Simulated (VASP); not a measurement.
# Ga4SbAs3 (P-43m) in VASP: a series of runs

The runs below take Ga4SbAs3 through relaxation of cell and atoms, with PBEsol.

All numbers are computed with VASP 6.6.1; they aren't measurements. Logs are shortened: lines on timing, memory, paths and dates and some standing lists are left out, and cuts for length are marked.

## 1. The crystal as given

It takes space group P-43m (No. 215, cubic). The conventional cell has a = 5.770 Å, b = 5.770 Å, c = 5.770 Å, α = 90.00°, β = 90.00°, γ = 90.00°. Around Ga (site symmetry 3m) lie 1 Sb at 2.50 Å and 3 As at 2.50 Å. Around Sb (site symmetry -43m) lie 4 Ga at 2.50 Å. As (site symmetry -42m) is surrounded by 4 Ga at 2.50 Å.

The cell was built by a generator and needn't be a form met in nature.

## 2. Relaxation of cell and atoms, PBEsol

Contents of INCAR:

```
SYSTEM = Ga4SbAs3
PREC = Accurate
ENCUT = 600
EDIFF = 1E-6
ISMEAR = 0
SIGMA = 0.03
LREAL = .False.
LASPH = .True.
NELM = 80
ALGO = Normal
ISIF = 3
LWAVE = .False.
LCHARG = .False.
GGA = PS
IBRION = 2
NSW = 90
EDIFFG = -0.01
KPAR = 2
```

Contents of KPOINTS:

```
Automatic mesh
0
Gamma
  6 6 6
  0 0 0
```

Contents of POSCAR:

```
Ga4SbAs3
1.0
    5.7697750000      0.0000000000      0.0000000000
    0.0000000000     -5.7697750000      0.0000000000
    0.0000000000      0.0000000000     -5.7697750000
Ga Sb As
4 1 3
Direct
    0.0000000000      0.5000000000      0.5000000000
    0.5000000000      0.0000000000      0.5000000000
    0.5000000000      0.5000000000      0.0000000000
    0.0000000000      0.0000000000      0.0000000000
    0.2500000000      0.2500000000      0.2500000000
    0.7500000000      0.7500000000      0.2500000000
    0.7500000000      0.2500000000      0.7500000000
    0.2500000000      0.7500000000      0.7500000000
```

Potentials or basis: VASP PAW PBE potentials, release 64 (Ga_d, Sb, As).

Launch:

```
cat potpaw_PBE.64/Ga_d/POTCAR potpaw_PBE.64/Sb/POTCAR potpaw_PBE.64/As/POTCAR > POTCAR
mpirun -np 2 vasp_std > vasp.out
```

OUTCAR:

```text
SYSTEM = Ga4SbAs3
   PREC = Accurate
   ENCUT = 600
   EDIFF = 1E-6
   ISMEAR = 0
   LREAL = .False.
   LASPH = .True.
   NELM = 80
   ISIF = 3
   GGA = PS
   IBRION = 2
   NSW = 90
   EDIFFG = -0.01

 ion  position               nearest neighbor table
   1  0.000  0.500  0.500-   5 2.50   6 2.50   7 2.50   8 2.50
   2  0.500  0.000  0.500-   5 2.50   6 2.50   7 2.50   8 2.50
   3  0.500  0.500  0.000-   5 2.50   6 2.50   7 2.50   8 2.50
   4  0.000  0.000  0.000-   5 2.50   6 2.50   7 2.50   8 2.50
   5  0.250  0.250  0.250-   1 2.50   2 2.50   3 2.50   4 2.50
   6  0.750  0.750  0.250-   1 2.50   2 2.50   3 2.50   4 2.50
   7  0.750  0.250  0.750-   1 2.50   2 2.50   3 2.50   4 2.50
   8  0.250  0.750  0.750-   1 2.50   2 2.50   3 2.50   4 2.50

  LATTYP: Found a simple cubic cell.
 ALAT       =     5.7697750000

  Lattice vectors:

 A1 = (   5.7697750000,   0.0000000000,   0.0000000000)
 A2 = (   0.0000000000,  -5.7697750000,   0.0000000000)
 A3 = (   0.0000000000,   0.0000000000,  -5.7697750000)

Analysis of symmetry for initial positions (statically):
=====================================================================
 Subroutine PRICEL returns:
 Original cell was already a primitive cell.

 Routine SETGRP: Setting up the symmetry group for a
 simple cubic supercell.

 Subroutine GETGRP returns: Found 24 space group operations
 (whereof  6 operations were pure point group operations)
 out of a pool of 48 trial point group operations.

The static configuration has the point symmetry C_3v.
 The point group associated with its full space group is T_d .

Analysis of symmetry for dynamics (positions and initial velocities):
=====================================================================
 Subroutine PRICEL returns:
 Original cell was already a primitive cell.

 Routine SETGRP: Setting up the symmetry group for a
 simple cubic supercell.

 Subroutine GETGRP returns: Found 24 space group operations
 (whereof  6 operations were pure point group operations)
 out of a pool of 48 trial point group operations.

The dynamic configuration has the point symmetry C_3v.
 The point group associated with its full space group is T_d .

 Subroutine INISYM returns: Found 24 space group operations
 (whereof  6 operations are pure point group operations),
 and found     1 'primitive' translations

----------------------------------------------------------------------------------------

                                     Primitive cell

  volume of cell :     192.0776

  direct lattice vectors                    reciprocal lattice vectors
     5.769775000  0.000000000  0.000000000     0.173316984  0.000000000  0.000000000
     0.000000000 -5.769775000  0.000000000     0.000000000 -0.173316984  0.000000000
     0.000000000  0.000000000 -5.769775000     0.000000000  0.000000000 -0.173316984

  length of vectors
     5.769775000  5.769775000  5.769775000     0.173316984  0.173316984  0.173316984

  position of ions in fractional coordinates (direct lattice)
     0.000000000  0.500000000  0.500000000
     0.500000000  0.000000000  0.500000000
     0.500000000  0.500000000  0.000000000
     0.000000000  0.000000000  0.000000000
     0.250000000  0.250000000  0.250000000
     0.750000000  0.750000000  0.250000000
     0.750000000  0.250000000  0.750000000
     0.250000000  0.750000000  0.750000000

  ion indices of the primitive-cell ions
   primitive index   ion index
                 1           1
                 2           2
                 3           3
                 4           4
                 5           5
                 6           6
                 7           7
                 8           8

----------------------------------------------------------------------------------------

 KPOINTS: Automatic mesh

Automatic generation of k-mesh.
 Grid dimensions read from file:
 generate k-points for:    6    6    6

 Generating k-lattice:

  Cartesian coordinates                     Fractional coordinates (reciprocal lattice)
     0.028886164  0.000000000  0.000000000     0.166666667  0.000000000  0.000000000
     0.000000000 -0.028886164  0.000000000     0.000000000  0.166666667  0.000000000
     0.000000000  0.000000000 -0.028886164     0.000000000  0.000000000  0.166666667

  Length of vectors
     0.028886164  0.028886164  0.028886164

  Shift w.r.t. Gamma in fractional coordinates (k-lattice)
     0.000000000  0.000000000  0.000000000

 Subroutine IBZKPT returns following result:
 ===========================================

 Found     20 irreducible k-points:

 Following reciprocal coordinates:
            Coordinates               Weight
  0.000000  0.000000  0.000000      1.000000
  0.166667  0.000000  0.000000      6.000000
  0.333333  0.000000  0.000000      6.000000
  0.500000  0.000000  0.000000      3.000000
  0.166667  0.166667  0.000000     12.000000
  0.333333  0.166667  0.000000     24.000000
[... 12 lines left out ...]
  0.500000  0.500000  0.333333      6.000000
  0.500000  0.500000  0.500000      1.000000
   k-points           NKPTS =     20   k-points in BZ     NKDIM =     20   number of bands    NBANDS=     43
   number of dos      NEDOS =    301   number of ions     NIONS =      8
   total plane-waves  NPLWV = 110592
   dimension x,y,z NGX =    48 NGY =   48 NGZ =   48
   dimension x,y,z NGXF=    96 NGYF=   96 NGZF=   96
   ions per type =               4   1   3
   NGX,Y,Z   is equivalent  to a cutoff of  13.83, 13.83, 13.83 a.u.
   NGXF,Y,Z  is equivalent  to a cutoff of  27.66, 27.66, 27.66 a.u.
 SYSTEM =  Ga4SbAs3
   PREC   = accura    normal or accurate (medium, high low for compatibility)
   ISTART =      0    job   : 0-new  1-cont  2-samecut
   ICHARG =      2    charge: 1-file 2-atom 10-const
   ISPIN  =      1    spin polarized calculation?
   LNONCOLLINEAR =      F non collinear calculations
   LSORBIT =      F    spin-orbit coupling
   LASPH  =      T    aspherical Exc in radial PAW
   ENCUT  =  600.0 eV  44.10 Ry    6.64 a.u.  11.52 11.52 11.52*2*pi/ulx,y,z
   NELM   =     80;   NELMIN=  2; NELMDL= -5     # of ELM steps
   EDIFF  = 0.1E-05   stopping-criterion for ELM
   LREAL  =      F    real-space projection
   EDIFFG = -.1E-01   stopping-criterion for IOM
   NSW    =     90    number of steps for IOM
   IBRION =      2    ionic relax: 0-MD 1-quasi-New 2-CG
   NFREE  =      1    steps in history (QN), initial steepest desc. (CG)
   ISIF   =      3    stress and relaxation
   ISYM   =      2    0-nonsym 1-usesym 2-fastsym
   POTIM  = 0.5000    time-step for ionic-motion
   TEBEG  =    0.0;   TEEND  =   0.0 temperature during run
   PSTRESS=    0.0 pullay stress
   NELECT =      72.0000    total number of electrons
   NUPDOWN=      -1.0000    fix difference up-down
   EMIN   =  10.00;   EMAX   =-10.00  energy-range for DOS
   EFERMI =   0.00;   METHOD = LEGACY
   ISMEAR =     0;   SIGMA  =   0.03  broadening in eV -4-tet -1-fermi 0-gaus
   EFERMI_NEDOS =   21; number of points for ismear=-14 and -15
   IALGO  =     38    algorithm
   IMIX   =      4    mixing-type and parameters
     AMIX     =   0.40;   BMIX     =  1.00
     AMIX_MAG =   1.60;   BMIX_MAG =  1.00
  volume/ion in A,a.u.               =      24.01       162.03
  Fermi-wavevector in a.u.,A,eV,Ry     =   1.180393  2.230620 18.957387  1.393329
  Thomas-Fermi vector in A             =   2.316687
   LORBIT       =      0    0 simple, 1 ext, 2 COOP (PROOUT), +10 PAW based schemes
   GGA     = PS    functional components
   LHFCALC =     F    Hartree Fock is set to
   AEXX    =    0.0000 exact exchange contribution
   IVDW    =     0    specifies the selected vdW correction
   LEPSILON=     F    determine dielectric tensor
   LRPA    =     F    only Hartree local field effects (RPA)
 conjugate gradient relaxation of ions
 non-spin polarized calculation
 Gauss-broadening in eV      SIGMA  =   0.03
  energy-cutoff  :      600.00
  volume of cell :      192.08
 maximum number of plane-waves:      6488
 NGX is ok and might be reduce to    48
   NGX = 23   NGY = 23   NGZ = 23

--------------------------------------- Ionic step        1  -------------------------------------------

 number of electron      72.0000070 magnetization

 Free energy of the ion-electron system (eV)
  ---------------------------------------------------
  ext. energy  EPLUGINS =         0.00000000
  ---------------------------------------------------
  free energy    TOTEN  =       -35.02203973 eV

  energy without entropy =      -35.02203973  energy(sigma->0) =      -35.02203973

------------------------ aborting loop because EDIFF is reached ----------------------------------------

  FORCE on cell =-STRESS in cart. coord.  units (eV):
  Direction    XX          YY          ZZ          XY          YZ          ZX
  --------------------------------------------------------------------------------------
  -------------------------------------------------------------------------------------
  Total        0.8839856      0.8839856      0.8839856      0.0000000     -0.0000000      0.0000000
  in kB        7.3735930      7.3735930      7.3735930      0.0000000     -0.0000000      0.0000000
  external PRESSURE =       7.3735930 kB  Pullay stress =       0.0000000 kB

 VOLUME and BASIS-vectors are now :
 -----------------------------------------------------------------------------
  energy-cutoff  :      600.00
  volume of cell :      192.08
      direct lattice vectors                 reciprocal lattice vectors
     5.769775000  0.000000000  0.000000000     0.173316984  0.000000000  0.000000000
     0.000000000 -5.769775000  0.000000000     0.000000000 -0.173316984  0.000000000
     0.000000000  0.000000000 -5.769775000     0.000000000  0.000000000 -0.173316984
[... 127 lines left out ...]
 POSITION                                       TOTAL-FORCE (eV/Angst)
 -----------------------------------------------------------------------------------
      5.72212     -2.93510     -2.93510         0.009655      0.009655      0.009655
      2.93510     -5.72212     -2.93510        -0.009655     -0.009655      0.009655
      2.93510     -2.93510     -5.72212        -0.009655      0.009655     -0.009655
      5.72212     -5.72212     -5.72212         0.009655     -0.009655     -0.009655
      1.44287     -1.44287     -1.44287         0.000000     -0.000000     -0.000000
      4.32861     -4.32861     -1.44287         0.000000     -0.000000     -0.000000
      4.32861     -1.44287     -4.32861         0.000000     -0.000000     -0.000000
      1.44287     -4.32861     -4.32861         0.000000     -0.000000     -0.000000
 -----------------------------------------------------------------------------------
    total drift:                                0.000000     -0.000000      0.000000

  FREE ENERGIE OF THE ION-ELECTRON SYSTEM (eV)
  ---------------------------------------------------
  free  energy   TOTEN  =       -35.2283278647 eV

  energy  without entropy=      -35.2280800834  energy(sigma->0) =      -35.22820397

--------------------------------------- Ionic step        5  -------------------------------------------

 number of electron      72.0000017 magnetization

 Free energy of the ion-electron system (eV)
  ---------------------------------------------------
  ext. energy  EPLUGINS =         0.00000000
  ---------------------------------------------------
  free energy    TOTEN  =       -35.22914455 eV

  energy without entropy =      -35.22890967  energy(sigma->0) =      -35.22902711

 E-fermi :   4.1052     XC(G=0):  -9.6230

 val. band max:        4.0946660690   @ k =   0.0000   0.0000   0.0000
 cond. band min:       4.5635265102   @ k =   0.5000   0.5000   0.5000
 fundamental gap:      0.4688604411
 Fermi energy:         4.1052496311

 k-point     1 :       0.0000    0.0000    0.0000
  band No.  band energies     occupation
      1     -10.8820      2.00000
      2     -10.8820      2.00000
      3     -10.8642      2.00000
      4     -10.7849      2.00000
      5     -10.7849      2.00000
      6     -10.7849      2.00000
[... 931 lines left out ...]
 POSITION                                       TOTAL-FORCE (eV/Angst)
 -----------------------------------------------------------------------------------
      5.73177     -2.93844     -2.93844        -0.003091     -0.003091     -0.003091
      2.93844     -5.73177     -2.93844         0.003091      0.003091     -0.003091
      2.93844     -2.93844     -5.73177         0.003091     -0.003091      0.003091
      5.73177     -5.73177     -5.73177        -0.003091      0.003091      0.003091
      1.44504     -1.44504     -1.44504        -0.000000      0.000000      0.000000
      4.33511     -4.33511     -1.44504        -0.000000      0.000000      0.000000
      4.33511     -1.44504     -4.33511        -0.000000      0.000000      0.000000
      1.44504     -4.33511     -4.33511        -0.000000      0.000000      0.000000
 -----------------------------------------------------------------------------------
    total drift:                                0.000000     -0.000000     -0.000000

  FREE ENERGIE OF THE ION-ELECTRON SYSTEM (eV)
  ---------------------------------------------------
  free  energy   TOTEN  =       -35.2291445462 eV

  energy  without entropy=      -35.2289096728  energy(sigma->0) =      -35.22902711

 reached required accuracy - stopping structural energy minimisation
```

Run time: 4 min. Hardware: 2 MPI ranks of AMD EPYC 9R14 (Zen 4), shared host; peak memory 0.43 GiB.

What came out:

* Free energy: -35.2291 eV
* Relaxed volume: 24.14 Å³/atom
* Relaxed cell: a = 5.780 Å, b = 5.780 Å, c = 5.780 Å, α = 90.00°, β = 90.00°, γ = 90.00°
* Space group after relaxing (to 0.05 Å): P-43m (No. 215)
* Energy gained by relaxing: 25.9 meV/atom
* Ionic steps: 5
* Pressure after relaxing: 0.0 GPa
* Band gap on the k mesh: none (metal or under the smearing width)

Step by step:
```csv
step,energy change (eV),largest force (eV/Å),pressure (GPa),volume (Å³)
1,0.0000,1.2639,0.74,192.08
2,-0.1892,0.3065,-0.59,195.17
3,-0.1980,0.0748,-0.88,196.02
4,-0.2063,0.0167,0.32,192.25
5,-0.2071,0.0054,0.01,193.11
```

Final structure:
```
CELL_PARAMETERS angstrom
5.78014 0.00000 0.00000
0.00000 -5.78014 0.00000
0.00000 0.00000 -5.78014
ATOMIC_POSITIONS crystal
Ga 0.99163 0.50837 0.50837
Ga 0.50837 0.99163 0.50837
Ga 0.50837 0.50837 0.99163
Ga 0.99163 0.99163 0.99163
Sb 0.25000 0.25000 0.25000
As 0.75000 0.75000 0.25000
As 0.75000 0.25000 0.75000
As 0.25000 0.75000 0.75000
```

Levels at points of the mesh, in eV from the Fermi level:
| k point | band 34 | band 35 | band 36 | band 37 | band 38 | band 39 |
| --- | --- | --- | --- | --- | --- | --- |
| (0.00, 0.00, 0.00) | -0.03 | -0.01 | -0.01 | -0.01 | 1.30 | 1.30 |
| (0.50, 0.00, 0.00) | -1.96 | -1.50 | -1.50 | 1.55 | 1.70 | 2.71 |
| (0.50, 0.50, 0.00) | -1.39 | -1.03 | -1.03 | 2.14 | 2.14 | 2.50 |
| (0.50, 0.50, 0.50) | -0.81 | -0.81 | -0.81 | 0.46 | 0.46 | 0.46 |

Caveat: the PAW data sets were made with another functional, which shifts forces and pressure a little. Spin-orbit coupling is left out, which matters for the levels of Sb.

## 3. Relaxation of cell and atoms, PBEsol

This run uses another cell than the first one, of 24.14 Å³/atom, 1.005 times its volume.

Changes to INCAR since step 2:

```diff
@@ -3,3 +3,3 @@
 ENCUT = 600
-EDIFF = 1E-6
+EDIFF = 1E-7
 ISMEAR = 0
@@ -16,3 +16,3 @@
 NSW = 90
-EDIFFG = -0.01
+EDIFFG = -0.005
 KPAR = 2
```

KPOINTS is that of step 2.

Contents of POSCAR:

```
Ga4SbAs3                                
1.0
    5.7801437989     -0.0000000000      0.0000000000
   -0.0000000000     -5.7801437989      0.0000000000
    0.0000000000      0.0000000000     -5.7801437989
  Ga              Sb              As            
     4     1     3
Direct
     0.9916315025977028    0.5083684974022972    0.5083684974022972
     0.5083684974022972    0.9916315025977028    0.5083684974022972
     0.5083684974022972    0.5083684974022972    0.9916315025977028
     0.9916315025977028    0.9916315025977028    0.9916315025977028
     0.2500000000000000    0.2500000000000000    0.2500000000000000
     0.7500000000000000    0.7500000000000000    0.2500000000000000
     0.7500000000000000    0.2500000000000000    0.7500000000000000
     0.2500000000000000    0.7500000000000000    0.7500000000000000
```

Potentials or basis: VASP PAW PBE potentials, release 64 (Ga_d, Sb, As).

Launch:

```
cat potpaw_PBE.64/Ga_d/POTCAR potpaw_PBE.64/Sb/POTCAR potpaw_PBE.64/As/POTCAR > POTCAR
mpirun -np 2 vasp_std > vasp.out
```

Run time: 1.7 min. Hardware: 2 MPI ranks of AMD EPYC 9R14 (Zen 4), shared host; peak memory 0.43 GiB.

It converged, with:

| Item | Value |
| --- | --- |
| Free energy | -35.2293 eV |
| Energy gained by relaxing | 0.0 meV/atom |
| Ionic steps | 2 |
| Pressure after relaxing | 0.0 GPa |
| Band gap on the k mesh | none (metal or under the smearing width) |

Final structure:
```yaml
crystal:
  lattice:
    - [5.78026, 0.00000, 0.00000]
    - [0.00000, -5.78026, 0.00000]
    - [0.00000, 0.00000, -5.78026]
  atoms:
    - { symbol: Ga, position: [0.99161, 0.50839, 0.50839] }
    - { symbol: Ga, position: [0.50839, 0.99161, 0.50839] }
    - { symbol: Ga, position: [0.50839, 0.50839, 0.99161] }
    - { symbol: Ga, position: [0.99161, 0.99161, 0.99161] }
    - { symbol: Sb, position: [0.25000, 0.25000, 0.25000] }
    - { symbol: As, position: [0.75000, 0.75000, 0.25000] }
    - { symbol: As, position: [0.75000, 0.25000, 0.75000] }
    - { symbol: As, position: [0.25000, 0.75000, 0.75000] }
```

Levels at points of the mesh, in eV from the Fermi level:
| k point | band 34 | band 35 | band 36 | band 37 | band 38 | band 39 |
| --- | --- | --- | --- | --- | --- | --- |
| (0.00, 0.00, 0.00) | -0.03 | -0.01 | -0.01 | -0.01 | 1.30 | 1.30 |
| (0.50, 0.00, 0.00) | -1.96 | -1.49 | -1.49 | 1.55 | 1.70 | 2.71 |
| (0.50, 0.50, 0.00) | -1.39 | -1.03 | -1.03 | 2.14 | 2.14 | 2.50 |
| (0.50, 0.50, 0.50) | -0.81 | -0.81 | -0.81 | 0.46 | 0.46 | 0.46 |

Caveat: the PAW data sets were made with another functional, which shifts forces and pressure a little.
